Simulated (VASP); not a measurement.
A convergence study with VASP on Pt$_{3}$Ti (L1_2): one setting is varied, all else stays as given below, so the limit is that of these other settings.

```
Pt3Ti
1.0
    3.92000     0.00000     0.00000
    0.00000     3.92000     0.00000
    0.00000     0.00000     3.92000
Ti Pt
1 3
Direct
  0.00000   0.00000   0.00000
  0.00000   0.50000   0.50000
  0.50000   0.00000   0.50000
  0.50000   0.50000   0.00000
```

All values below come from PBE GGA, VASP's PBE PAW potentials (set 64) (plane waves; VASP 6.6.1). The tightest run used: 550 eV cut-off, 17×17×17 Γ-centred mesh, first-order Methfessel-Paxton smearing of 0.10 eV, potentials Ti_sv Pt.

```json
[
 {"setting": "1×1×1 mesh", "E (eV/atom)": "-3.9744", "pressure (GPa)": "64.14", "irreducible k-points": "1"},
 {"setting": "2×2×2 mesh", "E (eV/atom)": "-7.1443", "pressure (GPa)": "6.10", "irreducible k-points": "4"},
 {"setting": "3×3×3 mesh", "E (eV/atom)": "-7.3426", "pressure (GPa)": "6.87", "irreducible k-points": "4"}
]
```

Question: These are the cheaper rows. Estimate the results at 17×17×17 mesh, and how far the last row shown lies from them.

Answer: 
| quantity | tightest run | last row shown is off by |
|---|---|---|
| E (eV/atom) | -7.3839 | 0.0413 |
| pressure (GPa) | 4.97 | 1.89 |

Left out are rungs that failed or repeat a setting and relaxations that didn't move; long series are thinned to 24 rows.

The compound is Pt3Ti in the L1_2 structure. The cell was not relaxed at this level.
